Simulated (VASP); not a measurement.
Data:

```
CELL_PARAMETERS angstrom
      4.10088     0.00000     0.00000
     -2.05044     3.55146     0.00000
      0.00000     0.00000     3.92255
ATOMIC_POSITIONS crystal
  Ca 0.00000 0.00000 0.00000
  Si 0.33333 0.66667 0.50000
  Cu 0.66667 0.33333 0.50000
```

The numbers are results of PBEsol GGA, VASP's PBE PAW potentials (set 64) (plane waves; VASP), not measurements. Numerical set-up: 400 eV cut-off, Gaussian smearing of 0.050 eV, potentials Ca_sv Si Cu.

Give the energies of bands 5 to 15 at the high-symmetry points, in eV from the Fermi level.

```csv
band,Γ,M,K,A,L,H
5,-9.22,-7.53,-7.30,-8.16,-7.17,-6.93
6,-3.87,-4.92,-4.33,-3.96,-4.01,-4.24
7,-3.87,-3.42,-3.60,-3.89,-3.77,-3.63
8,-3.45,-3.31,-3.40,-3.89,-3.38,-3.38
9,-3.10,-3.31,-3.28,-3.21,-3.19,-3.32
10,-3.10,-3.22,-3.13,-3.21,-3.13,-2.80
11,0.38,-3.17,-3.11,-2.83,-2.66,-2.71
12,0.53,-0.55,-2.79,1.92,-1.24,-2.07
13,0.53,0.68,1.24,1.92,-1.04,-1.09
14,1.48,1.01,2.36,2.59,-0.12,0.16
15,3.01,4.25,3.54,2.59,3.71,3.99
```

It has no gap at this level: it comes out as a metal or semimetal.

The structure comes from a computed database's CaCuSi entry (P-6m2); how it stands against other phases isn't given here. It was relaxed first. The electron count is odd and the run is not spin-polarised, which forces a metal.
